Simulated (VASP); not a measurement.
Runs of VASP 6.6.1 on Pd. Symmetry: Fm-3m, No. 225, cubic system. Conventional cell: a = 3.872 Å, b = 3.872 Å, c = 3.872 Å, α = 90.00°, β = 90.00°, γ = 90.00°. Around Pd (site symmetry m-3m) lie 12 Pd at 2.74 Å. 

```csv
level,k mesh,cutoff (eV),smearing,gap on the mesh (eV),pressure (GPa)
r2SCAN,18 × 18 × 18,520,gaussian 0.1 eV,none,(a)
PBEsol,28 × 28 × 28,520,gaussian 0.1 eV,none,0.1
PBEsol,18 × 18 × 18,900,gaussian 0.1 eV,none,0.1
PBEsol,18 × 18 × 18,700,gaussian 0.1 eV,none,0.1
PBEsol,18 × 18 × 18,520,gaussian 0.5 eV,none,1.1
```

Alike in all rows: task single point; potentials or basis VASP PAW PBE potentials, release 64 (Pd); no spin polarisation; cell as given.

Question: Fill in the values left out.

Answer: (a) 6.2.

Caveats: the PAW data sets were made with another functional, which shifts forces and pressure a little.

A k mesh can miss the band edges, and the runs leave out spin-orbit coupling on Pd.

A gap of «none» marks a metal or a gap under the smearing width.

Not every run made on this cell is shown here.
